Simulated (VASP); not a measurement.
# A VASP study of FeNi3 (Awaruite) (AM05): structure first, properties next

What structure does FeNi3 (Awaruite) take at this level, and what are its properties? The steps: magnetic order: ferromagnetic, magnetic order: antiferromagnetic within the cell, magnetic order: antiferromagnetic, q = (0, 0, 1/2), magnetic order: antiferromagnetic, q = (1/2, 1/2, 1/2), magnetic order: antiferromagnetic, q = (1/2, 1/2, 0), the orders side by side, full relaxation (AM05), second relaxation, density, ELF and potential (AM05), bands along the symmetry lines (AM05), total and projected DOS (AM05) and vibrations at Γ (AM05). The start is a cell from a database of measured crystal structures.

Calculated with VASP 6.6.1; AM05, spin-polarised from a ferromagnetic start; plane waves and PAW (Fe, Ni), in the first sound run; inputs show where later runs differ.

### 1. Starting point

It takes space group Pm-3m (No. 221, cubic). The conventional cell has a = 3.545 Å, b = 3.545 Å, c = 3.545 Å, α = 90.00°, β = 90.00°, γ = 90.00°. Nearest to Fe lie 12 Ni at 2.51 Å. Nearest to Ni lie 4 Fe at 2.51 Å and 8 Ni at 2.51 Å. Farther neighbours are not listed.

### 2. Magnetic order: ferromagnetic

The properties of a magnet depend on its order, so a few collinear patterns are compared first on the cell as listed, beginning with all moments parallel. AM05 is built from the electron gas and the surface model, and does well on lattice constants.

INCAR

```
SYSTEM = FeNi3
PREC = Accurate
ENCUT = 400
EDIFF = 1E-06
NELM = 100
ISMEAR = 1
SIGMA = 0.2
LREAL = .FALSE.
ALGO = Normal
GGA = AM
NBANDS = 31
ISPIN = 2
MAGMOM = 3 1 1 1
LASPH = .TRUE.
LMAXMIX = 4
LORBIT = 11
LWAVE = .FALSE.
LCHARG = .FALSE.
KPAR = 8
ISIF = 2
```

POSCAR

```
FeNi3
1.0
    3.5450000000      0.0000000000      0.0000000000
    0.0000000000      3.5450000000      0.0000000000
    0.0000000000      0.0000000000      3.5450000000
Fe Ni
1 3
Direct
    0.0000000000      0.0000000000      0.0000000000
    0.0000000000      0.5000000000      0.5000000000
    0.5000000000      0.0000000000      0.5000000000
    0.5000000000      0.5000000000      0.0000000000
```

KPOINTS

```
Automatic mesh
0
Gamma
6 6 6
0 0 0
```

The projector-augmented-wave data sets are Fe and Ni (PBE family, release 64).

Started as:

```
$ mpirun -np 8 vasp_std
```

The log of the run:

```text
[banner, memory and clock lines left out]
running    8 mpi-ranks, on    1 nodes
 distrk:  each k-point on    1 cores,    8 groups
 distr:  one band on    1 cores,    1 groups

 POSCAR found type information on POSCAR FeNi
 POSCAR found :  2 types and       4 ions
|                                                                             |
|           W    W    AA    RRRRR   N    N  II  N    N   GGGG   !!!           |
|           W    W   A  A   R    R  NN   N  II  NN   N  G    G  !!!           |
|           W    W  A    A  R    R  N N  N  II  N N  N  G       !!!           |
|           W WW W  AAAAAA  RRRRR   N  N N  II  N  N N  G  GGG   !            |
|           WW  WW  A    A  R   R   N   NN  II  N   NN  G    G                |
|           W    W  A    A  R    R  N    N  II  N    N   GGGG   !!!           |
|                                                                             |
|     For optimal performance we recommend to set                             |
|       NCORE = 2 up to number-of-cores-per-socket                            |
|     NCORE specifies how many cores store one orbital (NPAR=cpu/NCORE).      |
|     This setting can greatly improve the performance of VASP for DFT.       |
|     The default, NCORE=1 might be grossly inefficient on modern             |
|     multi-core architectures or massively parallel machines. Do your        |
|     Unfortunately you need to use the default for GW and RPA                |
|     calculations (for HF NCORE is supported but not extensively tested      |
|     yet).                                                                   |
|                                                                             |

|                                                                             |
|               ----> ADVICE to this user running VASP <----                  |
|                                                                             |
|     You enforced a specific xc type in the INCAR file but a different       |
|     [... a line on the potential file left out ...]
|     I HOPE YOU KNOW WHAT YOU ARE DOING!                                     |
|                                                                             |

 LDA part: xc-table for (Slater+PW92), standard interpolation
 POSCAR, INCAR and KPOINTS ok, starting setup
 FFT: planning ... GRIDC
 FFT: planning ... GRID_SOFT
 FFT: planning ... GRID
 WAVECAR not read
 entering main loop
       N       E                     dE             d eps       ncg     rms          rms(c)
DAV:   1     0.215390984018E+03    0.21539E+03   -0.14271E+04  2656   0.144E+03
DAV:   2    -0.178256622909E+02   -0.23322E+03   -0.21887E+03  2487   0.286E+02
DAV:   3    -0.311572410292E+02   -0.13332E+02   -0.12759E+02  2788   0.925E+01
DAV:   4    -0.313314067531E+02   -0.17417E+00   -0.17401E+00  2841   0.113E+01
DAV:   5    -0.313369012669E+02   -0.54945E-02   -0.54942E-02  3530   0.159E+00    0.216E+01
DAV:   6    -0.276709461245E+02    0.36660E+01   -0.27520E+01  2718   0.820E+01    0.145E+01
DAV:   7    -0.270739951648E+02    0.59695E+00   -0.47733E+00  2817   0.428E+01    0.127E+01
DAV:   8    -0.267741857111E+02    0.29981E+00   -0.24401E+00  2934   0.322E+01    0.673E+00
DAV:   9    -0.266535787396E+02    0.12061E+00   -0.54226E-01  3255   0.144E+01    0.296E+00
DAV:  10    -0.266128900248E+02    0.40689E-01   -0.61990E-02  3460   0.550E+00    0.729E-01
DAV:  11    -0.266112653081E+02    0.16247E-02   -0.10072E-02  3467   0.895E-01    0.352E-01
DAV:  12    -0.266106795014E+02    0.58581E-03   -0.82490E-04  3289   0.349E-01    0.112E-01
DAV:  13    -0.266106682933E+02    0.11208E-04   -0.10039E-04  3015   0.166E-01    0.422E-02
DAV:  14    -0.266106684672E+02   -0.17392E-06   -0.11458E-05  3563   0.359E-02    0.138E-02
DAV:  15    -0.266106695578E+02   -0.10906E-05   -0.25415E-06  2210   0.233E-02    0.126E-02
DAV:  16    -0.266106692072E+02    0.35054E-06   -0.68182E-07  1555   0.178E-02
   1 F= -.26610669E+02 E0= -.26613104E+02  d E =0.730336E-02  mag=     4.8905
```

Run time: 5.6 s. Hardware: 8 MPI ranks of AMD EPYC 9R45, shared host; peak memory 1.2 GiB; 41 s of CPU time.

Lines that name or quote the potential files are left out of all logs, and their timing lines are given in words.

From OUTCAR (step 2):

```text
ion  position               nearest neighbor table
   1  0.000  0.000  0.000-   2 2.51   3 2.51   4 2.51   2 2.51   3 2.51   2 2.51   4 2.51   2 2.51
                             3 2.51   4 2.51   3 2.51   4 2.51
   2  0.000  0.500  0.500-   1 2.51   3 2.51   4 2.51   1 2.51   4 2.51   1 2.51   3 2.51   1 2.51
                             3 2.51   4 2.51   4 2.51   3 2.51
   3  0.500  0.000  0.500-   1 2.51   2 2.51   4 2.51   1 2.51   4 2.51   2 2.51   4 2.51   4 2.51
                             1 2.51   2 2.51   1 2.51   2 2.51
   4  0.500  0.500  0.000-   1 2.51   2 2.51   3 2.51   2 2.51   3 2.51   1 2.51   3 2.51   3 2.51
                             1 2.51   2 2.51   2 2.51   1 2.51

  LATTYP: Found a simple cubic cell.
 ALAT       =     3.5450000000

 Subroutine GETGRP returns: Found 48 space group operations
 (whereof 48 operations were pure point group operations)

The static configuration has the point symmetry O_h .

 Found     20 irreducible k-points:

   k-points           NKPTS =     20   k-points in BZ     NKDIM =     20   number of bands    NBANDS=     31

   dimension x,y,z NGX =    24 NGY =   24 NGZ =   24
   dimension x,y,z NGXF=    48 NGYF=   48 NGZF=   48

   ENCUT  =  400.0 eV  29.40 Ry    5.42 a.u.   5.78  5.78  5.78*2*pi/ulx,y,z

   NELECT =      38.0000    total number of electrons

 k-points in reciprocal lattice and weights: Automatic mesh
   0.00000000  0.00000000  0.00000000       0.005
   0.16666667  0.00000000  0.00000000       0.028
   0.33333333  0.00000000  0.00000000       0.028
   0.50000000  0.00000000  0.00000000       0.014
   0.16666667  0.16666667  0.00000000       0.056
   0.33333333  0.16666667  0.00000000       0.111
   0.50000000  0.16666667  0.00000000       0.056
   0.33333333  0.33333333  0.00000000       0.056
   0.50000000  0.33333333  0.00000000       0.056
[...]
0.50000000  0.50000000  0.33333333       0.028
   0.50000000  0.50000000  0.50000000       0.005

 average (electrostatic) potential at core
       1 -41.1241       2 -82.6302       3 -82.6302       4 -82.6302

 E-fermi :   8.3711

 spin component 1
 k-point     1 :       0.0000    0.0000    0.0000
  band No.  band energies     occupation
    ...
     17       7.6571      1.00000
     18       7.6571      1.00000
     19       7.7682      1.00009
     20       7.7682      1.00009
     21       7.7682      1.00009
     22      10.5724     -0.00000
     23      10.5724     -0.00000
     24      10.5724     -0.00000
     25      17.1888      0.00000
     26      17.1888      0.00000
    ...

 k-point     2 :       0.1667    0.0000    0.0000
  band No.  band energies     occupation
    ...
     17       7.5134      1.00000
     18       7.5447      1.00000
     19       7.5447      1.00000
     20       7.6570      1.00000
     21       7.7684      1.00009
     22       9.0510     -0.00001
     23      11.5512     -0.00000
     24      11.5512     -0.00000
     25      17.2759      0.00000
     26      17.5320      0.00000
    ...

 k-point     3 :       0.3333    0.0000    0.0000
  band No.  band energies     occupation
    ...
     18       7.1059      1.00000
     19       7.1059      1.00000
     20       7.4033      1.00000
     21       7.6570      1.00000
     22       7.7689      1.00009
     23      13.4993      0.00000
     24      13.4993      0.00000
     25      17.5690      0.00000
     26      17.7773      0.00000
     27      18.4204      0.00000
    ...

 k-point     4 :       0.5000    0.0000    0.0000
  band No.  band energies     occupation
    ...
     18       6.8431      1.00000
     19       6.9888      1.00000
     20       7.3284      1.00000
     21       7.6570      1.00000
     22       7.7691      1.00009
     23      15.8227      0.00000
     24      15.8227      0.00000
     25      15.8488      0.00000
     26      15.8488      0.00000
     27      17.9285      0.00000
    ...

 k-point     5 :       0.1667    0.1667    0.0000
  band No.  band energies     occupation
    ...
     17       7.4065      1.00000
     18       7.4146      1.00000
     19       7.5069      1.00000
     20       7.5319      1.00000
     21       7.6333      1.00000
     22       9.9777     -0.00000
     23      10.0458     -0.00000
     24      12.3225     -0.00000
     25      17.3496      0.00000
     26      18.5213      0.00000
    ...

 k-point     6 :       0.3333    0.1667    0.0000
  band No.  band energies     occupation
    ...
     18       7.1003      1.00000
     19       7.2805      1.00000
     20       7.4800      1.00000
     21       7.5903      1.00000
     22       8.1459      1.03375
     23      11.6134     -0.00000
     24      14.0842      0.00000
     25      15.5503      0.00000
     26      18.0894      0.00000
     27      18.8732      0.00000
    ...

  Total       -2.9079724     -2.9079724     -2.9079724     -0.0000000      0.0000000     -0.0000000
  in kB     -104.5808451   -104.5808451   -104.5808451     -0.0000000      0.0000000     -0.0000000
  external PRESSURE =    -104.5808451 kB  Pullay stress =       0.0000000 kB

  energy-cutoff  :      400.00
  volume of cell :       44.55
      direct lattice vectors                 reciprocal lattice vectors
     3.545000000  0.000000000  0.000000000     0.282087447  0.000000000  0.000000000
     0.000000000  3.545000000  0.000000000     0.000000000  0.282087447  0.000000000
     0.000000000  0.000000000  3.545000000     0.000000000  0.000000000  0.282087447

 POSITION                                       TOTAL-FORCE (eV/Angst)
 -----------------------------------------------------------------------------------
      0.00000      0.00000      0.00000         0.000000      0.000000      0.000000
      0.00000      1.77250      1.77250         0.000000      0.000000      0.000000
      1.77250      0.00000      1.77250         0.000000      0.000000      0.000000
      1.77250      1.77250      0.00000         0.000000      0.000000      0.000000
 -----------------------------------------------------------------------------------
    total drift:                                0.000000     -0.000000     -0.000000

  FREE ENERGIE OF THE ION-ELECTRON SYSTEM (eV)
  ---------------------------------------------------
  free  energy   TOTEN  =       -26.6106692072 eV

  energy  without entropy=      -26.6179725675  energy(sigma->0) =      -26.61310366

 total charge
# of ion       s       p       d       tot
------------------------------------------
    1        0.476   0.505   6.103   7.085
    2        0.505   0.513   8.313   9.331
    3        0.505   0.513   8.313   9.331
    4        0.505   0.513   8.313   9.331
--------------------------------------------------
tot          1.992   2.044  31.040  35.076

 magnetization (x)
# of ion       s       p       d       tot
------------------------------------------
    1        0.007  -0.001   2.901   2.907
    2       -0.014  -0.040   0.715   0.661
    3       -0.014  -0.040   0.715   0.661
    4       -0.014  -0.040   0.715   0.661
--------------------------------------------------
tot         -0.035  -0.122   5.045   4.888

[... 6 further parts left out ...]
```

The k-mesh is coarse for a metal. The PAW data sets were made with PBE, which is usual practice but a small mismatch for other functionals. At this level the cell is under a tension of 10.5 GPa, so at these settings it is away from equilibrium.

This step gave:

| Property | Result |
| --- | --- |
| SCF cycles | 16 |
| electrons | 38 |
| bands | 31 |
| irreducible k-points | 20 |
| symmetry operations | 48 |
| free energy (TOTEN) | -26.61 eV |
| energy at zero smearing | -26.61 eV |
| Fermi energy | 8.371 eV |
| pressure | -10.46 GPa |
| moment of the cell, from the last line of the log | 4.891 μB |
| metallic | yes |

Spin moment in the PAW sphere by atom:

```csv
atom,spin moment in the PAW sphere (μB)
Fe1,2.91
Ni2,0.66
Ni3,0.66
Ni4,0.66
```

The run ends ferromagnetic with a largest moment of 2.91 μB, and the mesh shows no gap.

### 3. Magnetic order: antiferromagnetic within the cell

This step: AM05, spin-polarised from a ferrimagnetic start; plane waves and PAW (Fe, Ni) (VASP 6.6.1).

Next, a pattern with opposite moments.

Edit INCAR of step 2 so:

```diff
@@ -10,5 +10,5 @@
 GGA = AM
-NBANDS = 31
+NBANDS = 29
 ISPIN = 2
-MAGMOM = 3 1 1 1
+MAGMOM = 3 -1 1 -1
 LASPH = .TRUE.
```

POSCAR is that of step 2.

KPOINTS is that of step 2.

Started as:

```
$ mpirun -np 8 vasp_std
```

The log of the run:

```text
[banner, memory and clock lines left out]
running    8 mpi-ranks, on    1 nodes
 distrk:  each k-point on    1 cores,    8 groups
 distr:  one band on    1 cores,    1 groups

 POSCAR found type information on POSCAR FeNi
 POSCAR found :  2 types and       4 ions
 [... a notice as in an earlier step ...]

 [... a notice as in an earlier step ...]

 LDA part: xc-table for (Slater+PW92), standard interpolation
 POSCAR, INCAR and KPOINTS ok, starting setup
 FFT: planning ... GRIDC
 FFT: planning ... GRID_SOFT
 FFT: planning ... GRID
 WAVECAR not read
 entering main loop
       N       E                     dE             d eps       ncg     rms          rms(c)
DAV:   1     0.211574392329E+03    0.21157E+03   -0.14546E+04  4928   0.154E+03
DAV:   2    -0.188600337277E+02   -0.23043E+03   -0.21875E+03  4645   0.301E+02
DAV:   3    -0.307714837614E+02   -0.11911E+02   -0.11455E+02  5020   0.937E+01
DAV:   4    -0.309220583001E+02   -0.15057E+00   -0.15046E+00  5239   0.114E+01
DAV:   5    -0.309268899466E+02   -0.48316E-02   -0.48314E-02  6515   0.162E+00    0.228E+01
DAV:   6    -0.288405164284E+02    0.20864E+01   -0.37983E+01  5075   0.953E+01    0.280E+01
DAV:   7    -0.325733761829E+02   -0.37329E+01   -0.26356E+01  5376   0.126E+02    0.295E+01
DAV:   8    -0.263995732280E+02    0.61738E+01   -0.20302E+01  6064   0.525E+01    0.877E+00
DAV:   9    -0.267420187244E+02   -0.34245E+00   -0.20795E+00  6289   0.346E+01    0.891E+00
DAV:  10    -0.266146093341E+02    0.12741E+00   -0.47886E-01  5500   0.232E+01    0.360E+00
DAV:  11    -0.266133404366E+02    0.12689E-02   -0.18274E-01  6345   0.891E+00    0.169E+00
DAV:  12    -0.266101055228E+02    0.32349E-02   -0.38027E-02  6493   0.224E+00    0.969E-01
DAV:  13    -0.266104773579E+02   -0.37184E-03   -0.33185E-03  6433   0.801E-01    0.405E-01
DAV:  14    -0.266106200293E+02   -0.14267E-03   -0.81206E-04  6241   0.814E-01    0.102E-01
DAV:  15    -0.266106482366E+02   -0.28207E-04   -0.43997E-04  6389   0.292E-01    0.112E-01
DAV:  16    -0.266106664770E+02   -0.18240E-04   -0.85743E-05  5365   0.268E-01    0.306E-02
DAV:  17    -0.266106680911E+02   -0.16141E-05   -0.18908E-05  6005   0.574E-02    0.121E-02
DAV:  18    -0.266106678720E+02    0.21910E-06   -0.97887E-07  3109   0.151E-02
   1 F= -.26610668E+02 E0= -.26613104E+02  d E =0.730797E-02  mag=     4.8905
```

The job ended after 7.8 s (8 MPI ranks; peak memory 1.3 GiB; 58 s of CPU time).

Parts of OUTCAR (step 3):

```text
The static configuration has the point symmetry O_h .

 Found     40 irreducible k-points:

   k-points           NKPTS =     40   k-points in BZ     NKDIM =     40   number of bands    NBANDS=     29

   NELECT =      38.0000    total number of electrons

 E-fermi :   8.3710

 spin component 1
 k-point     1 :       0.0000    0.0000    0.0000
  band No.  band energies     occupation
    ...
     17       7.6573      1.00000
     18       7.6573      1.00000
     19       7.7680      1.00009
     20       7.7680      1.00009
     21       7.7681      1.00009
     22      10.5723     -0.00000
     23      10.5723     -0.00000
     24      10.5723     -0.00000
     25      17.1887      0.00000
     26      17.1888      0.00000
    ...

 k-point     2 :       0.1667    0.0000    0.0000
  band No.  band energies     occupation
    ...
     17       7.5133      1.00000
     18       7.5447      1.00000
     19       7.5447      1.00000
     20       7.6572      1.00000
     21       7.7683      1.00009
     22       9.0509     -0.00001
     23      11.5512     -0.00000
     24      11.5512     -0.00000
     25      17.2758      0.00000
     26      17.5319      0.00000
    ...

 k-point     3 :       0.0000    0.1667    0.0000
  band No.  band energies     occupation
    ...
     17       7.5133      1.00000
     18       7.5447      1.00000
     19       7.5447      1.00000
     20       7.6571      1.00000
     21       7.7683      1.00009
     22       9.0509     -0.00001
     23      11.5512     -0.00000
     24      11.5512     -0.00000
     25      17.2759      0.00000
     26      17.5319      0.00000
    ...

 k-point     4 :       0.3333    0.0000    0.0000
  band No.  band energies     occupation
    ...
     18       7.1058      1.00000
     19       7.1058      1.00000
     20       7.4032      1.00000
     21       7.6572      1.00000
     22       7.7688      1.00009
     23      13.4993      0.00000
     24      13.4993      0.00000
     25      17.5690      0.00000
     26      17.7773      0.00000
     27      18.4204      0.00000
    ...

  Total       -2.9065219     -2.9065035     -2.9065219      0.0000000     -0.0000000      0.0000000
  in kB     -104.5286812   -104.5280188   -104.5286812      0.0000000     -0.0000000      0.0000000
  external PRESSURE =    -104.5284604 kB  Pullay stress =       0.0000000 kB

  FREE ENERGIE OF THE ION-ELECTRON SYSTEM (eV)
  ---------------------------------------------------
  free  energy   TOTEN  =       -26.6106678720 eV

  energy  without entropy=      -26.6179758406  energy(sigma->0) =      -26.61310386

 total charge
# of ion       s       p       d       tot
------------------------------------------
    1        0.476   0.505   6.103   7.085
    2        0.505   0.513   8.313   9.331
    3        0.505   0.513   8.313   9.331
    4        0.505   0.513   8.313   9.331
--------------------------------------------------
tot          1.992   2.044  31.041  35.076

[... 8 parts as in an earlier step ...]

[... 10 further parts left out ...]
```

This step gave:

| Quantity | Value |
| --- | --- |
| SCF cycles | 18 |
| bands | 29 |
| irreducible k-points | 40 |
| symmetry operations | 16 |
| pressure | -10.45 GPa |

The energy lies -0.0 meV an atom from the first pattern. The run ends ferromagnetic, not as it was started, with a largest moment of 2.91 μB, and the mesh shows no gap.

(Continued in part 2 of 6.)

[Lines on the potential files, build, host, timing and source positions are cut from VASP's logs without a mark.]

[Logs are printed without paths, hosts, clocks, repeated set-up lines and the standing remarks that a program may print on its own settings, such as how far it seeks lower states.]

[Hosts, paths, dates, database ids (printed as entryN), source tags and the programs' standing remarks are cut or masked in the printed files.]

[A measured line is paired with the nearest computed mode of its activity, which favours agreement.]
